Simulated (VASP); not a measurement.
All values below come from revPBE GGA, VASP's PBE PAW potentials (set 64) (plane waves; VASP).

The input files of a VASP run:

**INCAR**
```
ISMEAR  =  -5   ! tetrahedra, Bloechl
SYSTEM  =  NaI
PREC  =  Accurate
LWAVE  =  .FALSE.
LREAL  =  .FALSE.   ! projection in real space or not
LCHARG  =  .TRUE.
LORBIT  =  11   ! lm-projected
NEDOS  =  601   ! DOS grid
LMAXMIX  =  4   ! l cut-off of mixed one-centre charges
ISIF  =  2
ALGO  =  Normal   ! blocked Davidson
GGA  =  RE   ! revPBE
EDIFF  =  1E-7
ENCUT  =  520   ! plane-wave cut-off (eV)
NELM  =  100
LASPH  =  .TRUE.   ! aspherical one-centre terms
```

**POSCAR**
```
NaI
3.3413730
  0.0000000000   1.0000000701   1.0000000701
  1.0000000701   0.0000000000   1.0000000701
  1.0000000701   1.0000000701   0.0000000000
Na I
1 1
Cartesian
  0.0000000000   0.0000000000   0.0000000000
  1.0000000701   1.0000000701   1.0000000701
```

File KPOINTS:
```
Automatic mesh
0
Gamma
8 8 8
0 0 0
```

POTCAR, in this order: Na_pv I (PBE.64 set). Program: vasp_std.

What VASP printed:

### OUTCAR
```
 ion  position               nearest neighbor table
   1  0.000  0.000  0.000-
   2  0.500  0.500  0.500-
  LATTYP: Found a face centered cubic cell.
 ALAT       =     6.6827464686
 Subroutine PRICEL returns:
 Original cell was already a primitive cell.
 Subroutine GETGRP returns: Found 48 space group operations
The static configuration has the point symmetry O_h .
The dynamic configuration has the point symmetry O_h .
 Subroutine INISYM returns: Found 48 space group operations
 Subroutine IBZKPT returns following result:
 Found     29 irreducible k-points:

 Following reciprocal coordinates:
            Coordinates               Weight
  0.000000  0.000000  0.000000      1.000000
  0.125000  0.000000  0.000000      8.000000
  0.250000  0.000000  0.000000      8.000000
  0.375000  0.000000  0.000000      8.000000
  0.500000  0.000000  0.000000      4.000000
  0.125000  0.125000  0.000000      6.000000
  0.250000  0.125000  0.000000     24.000000
  0.375000  0.125000  0.000000     24.000000
  0.500000  0.125000  0.000000     24.000000
...
```

**OSZICAR**
```
       N       E                     dE             d eps       ncg     rms          rms(c)
DAV:   1     0.804720668462E+02    0.80472E+02   -0.66879E+03   638   0.110E+03
DAV:   2     0.172579120382E+01   -0.78746E+02   -0.75475E+02   710   0.233E+02
DAV:   3    -0.493066601926E+01   -0.66565E+01   -0.66177E+01   779   0.696E+01
DAV:   4    -0.513241699645E+01   -0.20175E+00   -0.20163E+00   728   0.130E+01
DAV:   5    -0.513842722107E+01   -0.60102E-02   -0.60101E-02   777   0.227E+00    0.178E+00
DAV:   6    -0.506538541820E+01    0.73042E-01   -0.11184E-01   737   0.195E+00    0.125E+00
DAV:   7    -0.506030905782E+01    0.50764E-02   -0.10562E-01   722   0.190E+00    0.684E-01
DAV:   8    -0.506602358213E+01   -0.57145E-02   -0.13374E-02   656   0.979E-01    0.199E-01
DAV:   9    -0.506595613257E+01    0.67450E-04   -0.26692E-04   710   0.152E-01    0.697E-02
DAV:  10    -0.506602661835E+01   -0.70486E-04   -0.12018E-04   704   0.107E-01    0.956E-03
DAV:  11    -0.506603358723E+01   -0.69689E-05   -0.10964E-05   707   0.298E-02    0.289E-03
DAV:  12    -0.506603529717E+01   -0.17099E-05   -0.31656E-06   674   0.161E-02    0.142E-03
DAV:  13    -0.506603558345E+01   -0.28629E-06   -0.18527E-07   758   0.357E-03    0.404E-04
DAV:  14    -0.506603556673E+01    0.16718E-07   -0.58041E-08   610   0.147E-03
   1 F= -.50660356E+01 E0= -.50660356E+01  d E =0.000000E+00
```

File OUTCAR:
```
------------------------ aborting loop because EDIFF is reached ----------------------------------------
  FORCE on cell =-STRESS in cart. coord.  units (eV):
  Direction    XX          YY          ZZ          XY          YZ          ZX
  --------------------------------------------------------------------------------------
  Total       -0.0002628     -0.0002628     -0.0002628      0.0000000     -0.0000000      0.0000000
  in kB       -0.0056423     -0.0056423     -0.0056423      0.0000000     -0.0000000      0.0000000
  external PRESSURE =      -0.0056423 kB  Pullay stress =       0.0000000 kB
  volume of cell :       74.61
      direct lattice vectors                 reciprocal lattice vectors
     0.000000000  3.341373234  3.341373234    -0.149639075  0.149639075  0.149639075
     3.341373234  0.000000000  3.341373234     0.149639075 -0.149639075  0.149639075
     3.341373234  3.341373234  0.000000000     0.149639075  0.149639075 -0.149639075
  FREE ENERGIE OF THE ION-ELECTRON SYSTEM (eV)
  ---------------------------------------------------
  free  energy   TOTEN  =        -5.0660355667 eV

  energy  without entropy=       -5.0660355667  energy(sigma->0) =       -5.06603557

 total charge

# of ion       s       p       d       tot
------------------------------------------
    1        0.034   5.967   0.000   6.001
    2        1.492   2.857   0.002   4.351
--------------------------------------------------
tot          1.526   8.824   0.002  10.352
```
(Selected blocks of OUTCAR.)

The compound is NaI in the rock salt structure. It was relaxed first, which changed the volume by +10 %.
